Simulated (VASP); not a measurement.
An input for Ansatz (written as the equivalent of a VASP run, and not itself run):

Ansatz 0.2 input:
```yaml
crystal:
  lattice:
    - [0.0000000, 2.5945030, 2.5945030]
    - [2.5945030, 0.0000000, 2.5945030]
    - [2.5945030, 2.5945030, 0.0000000]
  atoms:
    - { symbol: Mg, position: [0.0000000, 0.0000000, 0.0000000] }
    - { symbol: S, position: [0.5000000, 0.5000000, 0.5000000] }
kpoints:
  mp_grid: { grid: [1, 1, 1] }
hamiltonian:
  xc: pbe
  pseudopotentials: { kind: paw }
scf:
  occupations: { method: gaussian, width: 0.05 }
  max_iter: 100
output: { forces: true, stress: true, eigenvalues: true }
```

Translate this input to VASP (INCAR, KPOINTS, POSCAR, choice of POTCAR).

This is not unique; one that fits is 
**POSCAR**
```
MgS
1.0
  0.0000000000   2.5945030000   2.5945030000
  2.5945030000   0.0000000000   2.5945030000
  2.5945030000   2.5945030000   0.0000000000
Mg S
1 1
Cartesian
  0.0000000000   0.0000000000   0.0000000000
  2.5945030000   2.5945030000   2.5945030000
```

### INCAR
```
EDIFF = 1E-6
ISMEAR = 0
LASPH = T   # aspherical one-centre terms
GGA = PE
LREAL = F
PREC = Accurate
ENCUT = 300   # plane-wave cut-off (eV)
SYSTEM = MgS
NELM = 100   # most electronic steps
ALGO = Normal
LCHARG = F
LWAVE = F
ISIF = 2   # forces and stress, cell fixed
SIGMA = 0.05
```

**KPOINTS**
```
Automatic mesh
0
Gamma
1 1 1
0 0 0
```

POTCAR, in this order: Mg S (PBE.64 set). Program: vasp_std.

What does not carry over: each code has its own PAW files, so the cut-off isn't converted (ENCUT is set for VASP's; basis.ecutwfc is left out, and Ansatz then takes the one that its files recommend); Ansatz stops its SCF on the density residual and VASP on the energy change (EDIFF).

The structure comes from a computed database's MgS entry; how it stands against other phases isn't given here. The cell was not relaxed at this level. The k-mesh is coarse (spacing up to 2.10 per Å, 2π included), so the numbers may not be converged in it. The run is one of a series of settings (KPOINTS 1×1×1 Γ-centred mesh against the base run), some of them coarse on purpose.
